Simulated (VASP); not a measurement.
```
AgI
1.0
    2.38560    -4.13197     0.00000
    2.38560     4.13197     0.00000
    0.00000     0.00000     7.79382
Ag I
2 2
Direct
  0.66667   0.33333   0.50014
  0.33333   0.66667   0.00014
  0.66667   0.33333   0.87486
  0.33333   0.66667   0.37486
```

Method: revPBE GGA, VASP's PBE PAW potentials (set 64) (plane waves; VASP 6.6.1). Numerical set-up: 520 eV cut-off, 6×6×3 Γ-centred mesh, tetrahedra with Blöchl corrections, potentials Ag I.

The cores are frozen, which limits the accuracy of field gradients.

Give the principal components of the electric field gradient (V/Å²) and the asymmetry η at each nucleus.

| atom | Vxx | Vyy | Vzz | η |
|---|---|---|---|---|
| Ag1 | 0.2 | 0.2 | -0.4 | - |
| Ag2 | 0.2 | 0.2 | -0.4 | - |
| I3 | -1.9 | -1.9 | 3.9 | 0.00 |
| I4 | -1.9 | -1.9 | 3.9 | 0.00 |

The compound is AgI in the wurtzite structure. It was relaxed first, which changed the volume by +12 %.
